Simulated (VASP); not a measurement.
Crystal: Ni4N3.

```
Ni N
1.0
     3.96111    0.00000    0.00000
     0.00000    3.96111    0.00000
     0.00000    0.00000    3.96111
Ni N
4 3
Direct
  0.00000 0.00000 0.50000
  0.50000 0.50000 0.50000
  0.50000 0.00000 0.00000
  0.00000 0.50000 0.00000
  0.50000 0.50000 0.00000
  0.00000 0.50000 0.50000
  0.50000 0.00000 0.50000
```

The cell comes from a database or a generator and needn't be the stable form of this composition.

* Program: VASP 6.6.1
* Task: single point
* Functional: PBE
* Potentials or basis: VASP PAW PBE potentials, release 64 (Ni, N)
* Cutoff: 520 eV
* k mesh: 7 × 7 × 7
* Occupations: fermi-dirac, width 0.05 eV
* Spin: collinear spin, ferromagnetic start
* Starting moments: [1.0, 1.0, 1.0, 1.0, 0.0, 0.0, 0.0] μB

On this cell: pressure 1.1 GPa; largest force zero by symmetry; net moment 0.00 μB per cell; band gap on the k mesh none (metal or under the smearing width).

The same run follows on a disturbed copy (atoms moved at random, drawn with an rms of 0.05 Å):

```
CELL_PARAMETERS angstrom
3.96111 0.00000 0.00000
0.00000 3.96111 0.00000
0.00000 0.00000 3.96111
ATOMIC_POSITIONS crystal
Ni 0.00471 0.99451 0.49722
Ni 0.48929 0.49484 0.50196
Ni 0.49689 0.00006 0.98971
Ni 0.99941 0.49240 0.00130
N 0.49845 0.51828 0.99522
N 0.00310 0.49651 0.48999
N 0.48820 0.99724 0.50966
```

What changes?

The energy (extrapolated to zero smearing) moves by +12.4 meV/atom; pressure 2.4 GPa; largest force 0.761 eV/Å; net moment 0.00 μB per cell; band gap on the k mesh none (metal or under the smearing width).

Forces on the atoms (eV/Å):
```
Ni  -0.598  0.093 -0.028
Ni   0.536 -0.038 -0.249
Ni   0.065  0.350  0.633
Ni  -0.161  0.127 -0.255
N    0.113 -0.555  0.222
N   -0.470 -0.022  0.237
N    0.514  0.044 -0.560
```

Stress tensor (GPa, compression positive):
```
 2.37 -0.02  0.08
-0.02  2.23  0.14
 0.08  0.14  2.54
```
